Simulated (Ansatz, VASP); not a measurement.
**Ga2Pt in two plane-wave programs**

One calculation is typed for both programs; each brings its own data sets. How far apart do they land? The cell is taken from a series of runs on this material, whose earlier steps may have relaxed, scaled, displaced or heated it; both programs get it as it stands.

Program: Ansatz 0.2.0. Level of theory: plane waves, with VASP 6.6.1 beside it; relaxation of cell and atoms at PBEsol and zone-centre phonons at PBEsol. Results are calculated unless marked as measured.

## (1) The starting structure

The structure is cubic, space group Fm-3m (No. 225). Conventional cell: a = 5.911 Å, b = 5.911 Å, c = 5.911 Å, α = 90.00°, β = 90.00°, γ = 90.00°. Nearest to Ga lie 4 Pt at 2.56 Å. Nearest to Pt lie 8 Ga at 2.56 Å. Farther neighbours are not listed.

## (2) VASP: relaxation of cell and atoms, PBEsol

The relaxed volume is the usual yardstick between codes: in a stiff, nearly cubic crystal its relative difference is about their pressure difference at one cell divided by the bulk modulus.

Lines of VASP's logs that name or quote its potential files are left out, and so is its time.

Contents of INCAR:

```
SYSTEM = Ga2Pt
PREC = Accurate
ENCUT = 500
EDIFF = 1E-07
NELM = 120
ISMEAR = 0
SIGMA = 0.1
LREAL = .FALSE.
ALGO = Normal
GGA = PS
NBANDS = 24
LASPH = .TRUE.
LORBIT = 11
LWAVE = .FALSE.
LCHARG = .FALSE.
ISIF = 3
IBRION = 2
NSW = 80
EDIFFG = -0.005
GGA_COMPAT = .FALSE.
NELMIN = 4
KPAR = 2
```

Contents of POSCAR:

```
Ga2Pt
1.0
    0.0000000000      2.9555000000      2.9555000000
    2.9555000000      0.0000000000      2.9555000000
    2.9555000000      2.9555000000      0.0000000000
Ga Pt
2 1
Direct
    0.2500000000      0.2500000000      0.2500000000
    0.7500000000      0.7500000000      0.7500000000
    0.0000000000      0.0000000000      0.0000000000
```

Contents of KPOINTS:

```
Automatic mesh
0
Gamma
12 12 12
0 0 0
```

PAW data sets: Ga_d and Pt (PBE family, release 64).

Launch:

```bash
> mpirun -np 2 vasp_std
```

Numbers of over 12 decimals in the logs are rounded to 6 here.

The log of the run:

```text
[banner, memory and clock lines left out]
running    2 mpi-ranks, on    1 nodes
 distrk:  each k-point on    1 cores,    2 groups
 distr:  one band on    1 cores,    1 groups

 POSCAR found type information on POSCAR GaPt
 POSCAR found :  2 types and       3 ions
|                                                                             |
|               ----> ADVICE to this user running VASP <----                  |
|                                                                             |
|     You enforced a specific xc type in the INCAR file but a different       |
|     [... a line on the potential file left out ...]
|     I HOPE YOU KNOW WHAT YOU ARE DOING!                                     |
|                                                                             |

 LDA part: xc-table for (Slater+PW92), standard interpolation
 POSCAR, INCAR and KPOINTS ok, starting setup
 FFT: planning ... GRIDC
 FFT: planning ... GRID_SOFT
 FFT: planning ... GRID
 WAVECAR not read
 entering main loop
       N       E                     dE             d eps       ncg     rms          rms(c)
DAV:   1     0.249231292180E+03    0.24923E+03   -0.17443E+04  3688   0.257E+03
DAV:   2     0.768445306101E+01   -0.24155E+03   -0.23133E+03  3664   0.504E+02
DAV:   3    -0.154410003298E+02   -0.23125E+02   -0.22765E+02  4056   0.122E+02
DAV:   4    -0.159218188864E+02   -0.48082E+00   -0.48034E+00  3960   0.197E+01
DAV:   5    -0.159354738327E+02   -0.13655E-01   -0.13653E-01  4520   0.301E+00    0.894E+00
DAV:   6    -0.155064646632E+02    0.42901E+00   -0.14484E+00  3848   0.993E+00    0.345E+00
DAV:   7    -0.154300922627E+02    0.76372E-01   -0.11489E-01  4808   0.469E+00    0.208E+00
DAV:   8    -0.154033698206E+02    0.26722E-01   -0.35256E-02  4864   0.145E+00    0.292E-01
DAV:   9    -0.154027735038E+02    0.59632E-03   -0.39716E-03  4096   0.940E-01    0.105E-01
DAV:  10    -0.154028289365E+02   -0.55433E-04   -0.33755E-04  4320   0.171E-01    0.287E-02
DAV:  11    -0.154028413644E+02   -0.12428E-04   -0.59371E-05  3928   0.975E-02    0.763E-03
DAV:  12    -0.154028412306E+02    0.13375E-06   -0.50228E-06  4648   0.313E-02    0.392E-03
DAV:  13    -0.154028412260E+02    0.46075E-08   -0.69866E-07  3568   0.652E-03
   1 F= -.15402841E+02 E0= -.15400393E+02  d E =-.154028E+02
 curvature:   0.00 expect dE= 0.000E+00 dE for cont linesearch  0.000E+00
 trial: gam= 0.00000 g(F)=  0.264E-45 g(S)=  0.194E-02 ort = 0.000E+00 (trialstep = 0.100E+01)
 search vector abs. value=  0.194E-02
 bond charge predicted
       N       E                     dE             d eps       ncg     rms          rms(c)
DAV:   1    -0.154407690421E+02   -0.37928E-01   -0.52888E-01  4504   0.995E+00    0.117E+00
DAV:   2    -0.154090102400E+02    0.31759E-01   -0.78152E-02  4168   0.331E+00    0.474E-01
DAV:   3    -0.154045206938E+02    0.44895E-02   -0.56816E-03  4880   0.116E+00    0.230E-01
DAV:   4    -0.154029378058E+02    0.15829E-02   -0.10468E-03  4480   0.372E-01    0.547E-02
DAV:   5    -0.154027888776E+02    0.14893E-03   -0.24762E-04  4152   0.219E-01    0.723E-03
DAV:   6    -0.154027892124E+02   -0.33485E-06   -0.13135E-05  4648   0.496E-02    0.227E-03
DAV:   7    -0.154027890081E+02    0.20436E-06   -0.24162E-06  4488   0.236E-02    0.831E-04
DAV:   8    -0.154027889912E+02    0.16903E-07   -0.14238E-07  2568   0.382E-03
   2 F= -.15402789E+02 E0= -.15400343E+02  d E =0.522348E-04
 trial-energy change:    0.000052  1 .order    0.000060   -0.001936    0.002056
 step:   0.4879(harm=  0.4850)  dis= 0.00000  next Energy=   -15.403314 (dE=-0.473E-03)
 bond charge predicted
       N       E                     dE             d eps       ncg     rms          rms(c)
DAV:   1    -0.154133063077E+02   -0.10517E-01   -0.13759E-01  4520   0.499E+00    0.606E-01
DAV:   2    -0.154049273870E+02    0.83789E-02   -0.20944E-02  4168   0.174E+00    0.240E-01
DAV:   3    -0.154037650064E+02    0.11624E-02   -0.14806E-03  4928   0.590E-01    0.116E-01
DAV:   4    -0.154033534448E+02    0.41156E-03   -0.26823E-04  4464   0.186E-01    0.278E-02
DAV:   5    -0.154033161399E+02    0.37305E-04   -0.63799E-05  4184   0.110E-01    0.384E-03
DAV:   6    -0.154033161161E+02    0.23825E-07   -0.37368E-06  4656   0.266E-02    0.134E-03
DAV:   7    -0.154033159952E+02    0.12085E-06   -0.73244E-07  4240   0.131E-02    0.370E-04
DAV:   8    -0.154033160026E+02   -0.73751E-08   -0.31317E-08  1904   0.178E-03
   3 F= -.15403316E+02 E0= -.15400870E+02  d E =-.474777E-03
 curvature:  -0.24 expect dE=-0.320E-07 dE for cont linesearch -0.320E-07
 trial: gam= 0.00000 g(F)=  0.345E-46 g(S)=  0.132E-06 ort =-0.160E-04 (trialstep = 0.898E+00)
 search vector abs. value=  0.132E-06
 reached required accuracy - stopping structural energy minimisation
```

Parts of OUTCAR (step 2):

```text
ion  position               nearest neighbor table
   1  0.250  0.250  0.250-   3 2.56   3 2.56   3 2.56   3 2.56
   2  0.750  0.750  0.750-   3 2.56   3 2.56   3 2.56   3 2.56
   3  0.000  0.000  0.000-   2 2.56   2 2.56   2 2.56   1 2.56   1 2.56   1 2.56   2 2.56   1 2.56

  LATTYP: Found a face centered cubic cell.
 ALAT       =     5.9110000000

 Subroutine GETGRP returns: Found 48 space group operations
 (whereof 48 operations were pure point group operations)

The static configuration has the point symmetry O_h .

 Found     72 irreducible k-points:

   k-points           NKPTS =     72   k-points in BZ     NKDIM =     72   number of bands    NBANDS=     24

   dimension x,y,z NGX =    30 NGY =   30 NGZ =   30
   dimension x,y,z NGXF=    60 NGYF=   60 NGZF=   60

   ENCUT  =  500.0 eV  36.75 Ry    6.06 a.u.   7.62  7.62  7.62*2*pi/ulx,y,z

   NELECT =      36.0000    total number of electrons

 k-points in reciprocal lattice and weights: Automatic mesh
   0.00000000  0.00000000  0.00000000       0.001
   0.08333333  0.00000000  0.00000000       0.005
   0.16666667  0.00000000  0.00000000       0.005
   0.25000000  0.00000000  0.00000000       0.005
   0.33333333  0.00000000  0.00000000       0.005
   0.41666667  0.00000000  0.00000000       0.005
   0.50000000  0.00000000  0.00000000       0.002
   0.08333333  0.08333333  0.00000000       0.003
   0.16666667  0.08333333  0.00000000       0.014
[...]
-0.33333333  0.50000000  0.16666667       0.007
  -0.25000000  0.50000000  0.25000000       0.003

 average (electrostatic) potential at core
       1 -63.0489       2 -63.0489       3 -67.1064

 E-fermi :   7.0653

 k-point     1 :       0.0000    0.0000    0.0000
  band No.  band energies     occupation
    ...
     12       2.0253      2.00000
     13       2.0253      2.00000
     14       2.0253      2.00000
     15       3.7521      2.00000
     16       3.7521      2.00000
     17       7.1575      0.19225
     18      12.2361      0.00000
     19      12.2361      0.00000
     20      12.2361      0.00000
     21      12.2525      0.00000
    ...

 k-point     2 :       0.0833    0.0000    0.0000
  band No.  band energies     occupation
    ...
     12       1.8883      2.00000
     13       2.0667      2.00000
     14       2.0667      2.00000
     15       3.7316      2.00000
     16       3.7316      2.00000
     17       7.3068      0.00064
     18      10.4538      0.00000
     19      11.4007      0.00000
     20      11.4007      0.00000
     21      12.8343      0.00000
    ...

 k-point     3 :       0.1667    0.0000    0.0000
  band No.  band energies     occupation
    ...
     12       1.5449      2.00000
     13       2.1778      2.00000
     14       2.1778      2.00000
     15       3.6872      2.00000
     16       3.6872      2.00000
     17       7.3514      0.00005
     18       9.0483      0.00000
     19      10.5462      0.00000
     20      10.5462      0.00000
     21      12.3716      0.00000
    ...

  Total       -0.0016533     -0.0016533     -0.0016533     -0.0000000     -0.0000000      0.0000000
  in kB       -0.0510601     -0.0510601     -0.0510601     -0.0000000     -0.0000000      0.0000000
  external PRESSURE =      -0.0510601 kB  Pullay stress =       0.0000000 kB

  energy-cutoff  :      500.00
  volume of cell :       51.88
      direct lattice vectors                 reciprocal lattice vectors
    -0.000000000  2.960145251  2.960145251    -0.168910630  0.168910630  0.168910630
     2.960145251 -0.000000000  2.960145251     0.168910630 -0.168910630  0.168910630
     2.960145251  2.960145251 -0.000000000     0.168910630  0.168910630 -0.168910630

 POSITION                                       TOTAL-FORCE (eV/Angst)
 -----------------------------------------------------------------------------------
      1.48007      1.48007      1.48007         0.000000      0.000000     -0.000000
      4.44022      4.44022      4.44022        -0.000000     -0.000000      0.000000
      0.00000      0.00000     -0.00000        -0.000000      0.000000     -0.000000
 -----------------------------------------------------------------------------------
    total drift:                                0.000000     -0.000000      0.000000

  FREE ENERGIE OF THE ION-ELECTRON SYSTEM (eV)
  ---------------------------------------------------
  free  energy   TOTEN  =       -15.4033160026 eV

  energy  without entropy=      -15.3984238564  energy(sigma->0) =      -15.40086993

 reached required accuracy - stopping structural energy minimisation

 total charge
# of ion       s       p       d       tot
------------------------------------------
    1        0.875   0.741  10.015  11.631
    2        0.875   0.741  10.015  11.631
    3        0.777   0.643   8.176   9.596
--------------------------------------------------
tot          2.527   2.125  28.207  32.859

[... 3 further parts left out ...]
```

The run keeps the 48 symmetry operations of its start, so it cannot find a distortion of lower symmetry.

## (3) Ansatz: relaxation of cell and atoms, PBEsol

Ansatz runs on its PAW soft_1 files.

The same cell, functional, mesh and smearing now go to Ansatz, which takes its cutoff from its data sets.

Contents of input.yaml:

```yaml
crystal:
  lattice:
    - [0.0, 2.9555, 2.9555]
    - [2.9555, 0.0, 2.9555]
    - [2.9555, 2.9555, 0.0]
  atoms:
    - { symbol: Ga, position: [0.25, 0.25, 0.25] }
    - { symbol: Ga, position: [0.75, 0.75, 0.75] }
    - { symbol: Pt, position: [0.0, 0.0, 0.0] }
kpoints:
  mp_grid: { grid: [12, 12, 12] }
hamiltonian:
  xc: pbesol
  pseudopotentials: { kind: paw, azcp: { folder: soft_1 }, xc_functional: pbe }
scf:
  occupations: { method: gaussian, width: 0.1 }
output:
  forces: true
  stress: true
  eigenvalues: true
relax:
  adjacent_minimum: "off"
  f_tol: 0.005
  max_steps: 80
  cell: { stress_tol: 0.05 }
```

Launch:

```bash
> ansatz run input.yaml --threads 4 --pin off --max-ram 10240MiB --backend cpu --events-out ev --progress --plain --runs-dir out
```

The log of the run:

```text
Engine: ansatz 0.2.0, x86_64-unknown-linux-gnu
Pseudopotentials: kind: paw
Pseudopotential: Ga, paw, valence charge 13, recommended cutoff 420 eV (normal), soft_1/Ga.paw.azcp
Pseudopotential: Pt, paw, valence charge 18, recommended cutoff 420 eV (normal), soft_1/Pt.paw.azcp
Functional definition: PBEsol
  exchange = pbesol_x
  correlation = pbesol_c
Crystal: 3 atoms, lattice volume = 51.632 Å³
Basis set: ecut = 420 eV, 965 PW (Γ), exchange–correlation on 60×60×60 points (8 copies of the dense FFT grid, shifted against one another)
Bands: 27, of which v1, the nominal top of the filled ones, is band 22 counted from 1 (21 counted from 0)
Symmetry: 48 space group operations
Space group: Fm-3m (ITA 225), of the structure as read, at distance tolerance 3.7e-5 Å
k-points: 72 of 1728
Non-local potential: Ga, projectors of the file, l = 0: 2, l = 1: 2, l = 2: 3, l = 3: 1
Non-local potential: Pt, projectors of the file, l = 0: 3, l = 1: 2, l = 2: 2, l = 3: 1
PAW form: soft (Blöchl's): semilocal exchange-correlation on the pseudo side does not see the compensation charge
PAW frozen core: Ga, regenerated for the run's functional, and the local potential with it (the file was generated under x = pbe(κ = 0.804, μ = 0.219515), c = pbe(β = 0.066725))
PAW frozen core: Pt, regenerated for the run's functional, and the local potential with it (the file was generated under x = pbe(κ = 0.804, μ = 0.219515), c = pbe(β = 0.066725))
PAW one-centre angular grid: Ga, 590 points (default); XC on 64 Gauss nodes
PAW one-centre angular grid: Pt, 590 points (default); XC on 64 Gauss nodes
Initial density: superposition of atomic densities (chi_scale 0.1, normalization cell, long waves kept (reshape's long-wave potential 0.00 eV rms))
Initial wavefunctions: pseudopotential atomic-orbital guess
Functional: x = pbesol(κ = 0.804, μ = 0.123457), c = pbesol(β = 0.046)
SCF iter   1: F=—  HF=-19875.392360 eV  |F-HF|=—  |Δ(HF+E_count)|=         —  Δρ=1.18e-1  dr2=8.87e0  ethr=3.10e-3  ⟨swp⟩=5.3  Hψ=7308  notcnv=0
preconditioner: auto → Kerker (q_TF=auto, 2.657 Å⁻¹)  [metal: Δε(μ)=0.006 eV  Ē_g=15.097 eV  σ=0.100 eV  W_gap=0.03  n_scr=14 (ndim 8)  ℏωp=31.0 eV  f_vac=0.007  D(μ)=1.46/eV (n_scr^D=14)]
SCF iter   2: F=—  HF=-19873.569026 eV  |F-HF|=—  |Δ(HF+E_count)|=    1.82e0  Δρ=3.17e-2  dr2=2.49e-1  ethr=3.10e-3  ⟨swp⟩=2.4  Hψ=4380  notcnv=0  defer=50
SCF iter   3: F=—  HF=-19873.538275 eV  |F-HF|=—  |Δ(HF+E_count)|=   3.08e-2  Δρ=1.60e-2  dr2=4.93e-2  ethr=5.66e-4  ⟨swp⟩=3.0  Hψ=3986  notcnv=0  defer=54
SCF iter   4: F=—  HF=-19873.543187 eV  |F-HF|=—  |Δ(HF+E_count)|=   4.91e-3  Δρ=3.64e-3  dr2=6.86e-3  ethr=1.12e-4  ⟨swp⟩=2.0  Hψ=3482  notcnv=0  defer=54
SCF iter   5: F=—  HF=-19873.538193 eV  |F-HF|=—  |Δ(HF+E_count)|=   4.99e-3  Δρ=1.66e-3  dr2=2.45e-3  ethr=1.56e-5  ⟨swp⟩=2.0  Hψ=2782  notcnv=0  defer=54
SCF iter   6: F=—  HF=-19873.538493 eV  |F-HF|=—  |Δ(HF+E_count)|=   3.00e-4  Δρ=4.65e-4  dr2=2.03e-4  ethr=5.56e-6  ⟨swp⟩=2.5  Hψ=2940  notcnv=0  defer=54
SCF iter   7: F=—  HF=-19873.538588 eV  |F-HF|=—  |Δ(HF+E_count)|=   9.44e-5  Δρ=1.94e-4  dr2=2.43e-5  ethr=4.62e-7  ⟨swp⟩=2.0  Hψ=2339  notcnv=0  defer=54
SCF iter   8: F=—  HF=-19873.538598 eV  |F-HF|=—  |Δ(HF+E_count)|=   1.09e-5  Δρ=4.97e-5  dr2=1.35e-6  ethr=5.52e-8  ⟨swp⟩=2.0  Hψ=2398  notcnv=0  defer=54
SCF iter   9: F=—  HF=-19873.538599 eV  |F-HF|=—  |Δ(HF+E_count)|=   1.02e-6  Δρ=1.82e-5  dr2=9.14e-8  ethr=2.27e-10  ⟨swp⟩=5.8  Hψ=9407  notcnv=0
SCF iter  10: F=-19873.538600 eV  HF=-19873.538600 eV  |F-HF|=5.09e-10  |Δ(HF+E_count)|=   5.92e-8  Δρ=2.24e-6  dr2=2.08e-9  ethr=2.08e-10  ⟨swp⟩=4.3  Hψ=6788  notcnv=0
SCF 1 converged in 10 iterations: F = -19873.538600 eV  dr2 = 2.08e-9
  greatest PAW one-centre occupation: 1.000 electrons in one spin orbital (limit 2), on the Pt atom at site 2 (counted from 0), in its partial waves of l = 0
relax step   1: F+E_penalty+E_count = -19873.53859955 eV  Δ(F+E_penalty+E_count) = +0.000e0 eV  max|allowed force component| = 5.397e-18 eV/Å  Δτ_max = 0.0000 Å  P = +0.562 GPa  Ω = 51.632 Å³  (10 SCF iters, dr2 threshold 1.00e-7 eV, accepted)
[...]
relax step   2: F+E_penalty+E_count = -19873.53885276 eV  Δ(F+E_penalty+E_count) = -2.532e-4 eV  max|allowed force component| = 3.778e-17 eV/Å  Δτ_max = 0.0000 Å  P = -0.158 GPa  Ω = 51.912 Å³  energy of the carried Pulay correction = -9.624e-5 eV  (4 SCF iters, dr2 threshold 3.00e-7 eV, accepted)
[...]
relax step   3: F+E_penalty+E_count = -19873.53890440 eV  Δ(F+E_penalty+E_count) = -5.164e-5 eV  max|allowed force component| = 1.908e-17 eV/Å  Δτ_max = 0.0000 Å  P = -0.001 GPa  Ω = 51.850 Å³  energy of the carried Pulay correction = -7.514e-5 eV  (4 SCF iters, dr2 threshold 6.20e-8 eV, accepted)
[...]
relax step   4: F+E_penalty+E_count = -19873.53898043 eV  Δ(F+E_penalty+E_count) = -7.603e-5 eV  max|allowed force component| = 1.156e-17 eV/Å  Δτ_max = 0.0000 Å  P = -0.002 GPa  Ω = 51.850 Å³  stress off target by 2.26e-3 GPa  SCF on the basis re-selected at this cell (its energy is not comparable with the rows above)  (5 SCF iters)
basis re-selected at this cell: Δ(F+E_penalty+E_count) = -7.603e-5 eV, ΔP = -0.001 GPa vs the last step (what re-selecting the basis moved, of the pressure what is left beyond the Pulay correction that the steps carried, after the strain that the cell walked since its last selection, with what the two solves' SCF thresholds leave and, on support functions, any second-order correction that the steps lacked; it is no m [...]
SCF converged after 5 iterations
Free energy (F): -19873.538980 eV
Harris-Foulkes:  -19873.538980 eV  (|F-HF|=1.46e-11)
Internal energy: -19873.534090 eV  (E = F + TS)
E sigma→0 (E₀):  -19873.536535 eV
Entropy (-TS):   -0.004890 eV (-1.630 meV/atom)
Fermi energy:    13.611295 eV
--- Per-component energies (eV) ---
  E_band       = -283.507253
  E_kinetic    = 822.999382
  E_local      = -4510.399925  (includes V_loc(G=0)·N_el)
  E_nonlocal   = 22.373563
  E_hartree    = 2451.111773
  E_xc         = -358.111673
  E_vxc        = -384.959817  (∫ρ·V_xc dr)
  E_paw        = -13250.745469  (= ΣΔE_a)
  E_vpaw       = -1135.744788  (= ΣTr[D̂ρ^β])
  E_aug_tail   = 0.000640  (compensation charges beyond the density's cutoff)
  E_ewald      = -5052.775370
  E_core_change = 2.012989  (= ΣΔE_core)
  E_smearing   = -0.004890  (= −TS)
  E_closure    = 0.000000  (closes the sum)
  Σ components = -19873.538980   (vs F -19873.538980, Δ=0.00e0)
--- Forces (eV/Å), atoms counted from 1 ---
  atom   1  Ga     0.00000000     0.00000000    -0.00000000
  atom   2  Ga    -0.00000000    -0.00000000     0.00000000
  atom   3  Pt    -0.00000000     0.00000000     0.00000000
  max |Σ_I F_I| component: 4.63e-18 eV/Å
--- Stress (GPa, compression-positive) ---
       -0.002258       0.000000       0.000000
        0.000000      -0.002258       0.000000
        0.000000       0.000000      -0.002258
  P = ⅓ Tr σ = -0.0023 GPa (-0.023 kbar)
--- Band table (eV; the first three rows and the last of 72) ---
  k-point 0: bands = [... 18 lower, 10.2890, 10.2890, 13.7120, 18.7862, 18.7862, 18.7862, 18.7965, 18.7965, ... 1 higher]
  k-point 1: bands = [... 18 lower, 10.2685, 10.2685, 13.8608, 17.0009, 17.9477, 17.9477, 19.3829, 19.3829, ... 1 higher]
  k-point 2: bands = [... 18 lower, 10.2240, 10.2240, 13.9024, 15.5972, 17.0934, 17.0934, 18.9172, 19.3490, ... 1 higher]
  k-point 71: bands = [... 18 lower, 10.0803, 10.5701, 10.7474, 10.7474, 12.6584, 18.4969, 18.4969, 20.7979, ... 1 higher]
--- Relaxed structure (3 steps of the walk, 3 accepted, 1 SCFs on fresh bases) ---
  F+E_penalty+E_count = -19873.53898043 eV   max|allowed force component| = 1.156e-17 eV/Å   (the final SCF, on the basis selected at the relaxed cell)
  cell:  # Å, volume = 51.8505 Å³
    - [0, 2.959654, 2.959654]
    - [2.959654, 0, 2.959654]
    - [2.959654, 2.959654, 0]
  atoms:
    - { symbol: Ga, position: [0.250000, 0.250000, 0.250000] }
    - { symbol: Ga, position: [0.750000, 0.750000, 0.750000] }
    - { symbol: Pt, position: [0, 0, 0] }
```

In the SCF lines HF is the Harris–Foulkes energy and dr2 the Hartree energy of the density residual, in eV; the loop may stop once dr2 is under the threshold and the program's other checks hold. Hψ counts applications of the Hamiltonian.

## (4) Comparison

Known differences besides the potentials themselves: the data sets hold 44 valence electrons in Ansatz (on its PAW soft_1 files) and 36 in VASP; the cutoff is 420 eV in Ansatz and 500 eV in VASP; Ansatz makes its cores anew for this functional, VASP keeps those of its PBE data sets; Ansatz adds a Pulay correction to the stress that steers its cell, VASP none. Total energies have different zeros and are not compared.

The two programs side by side:

```tsv
quantity	Ansatz	VASP	difference
volume (Å³)	51.85	51.88	-0.05 %
edge a after relaxation, in the typed setting (Å)	4.186	4.186	-0.02 %
```

(Continued in part 2 of 2.)

[Lines on the potential files, build, host, timing and source positions are cut from VASP's logs without a mark.]

[Logs are printed without paths, hosts, clocks, repeated set-up lines and the standing remarks that a program may print on its own settings, such as how far it seeks lower states.]

[Hosts, paths, dates, database ids (printed as entryN), source tags and the programs' standing remarks are cut or masked in the printed files.]
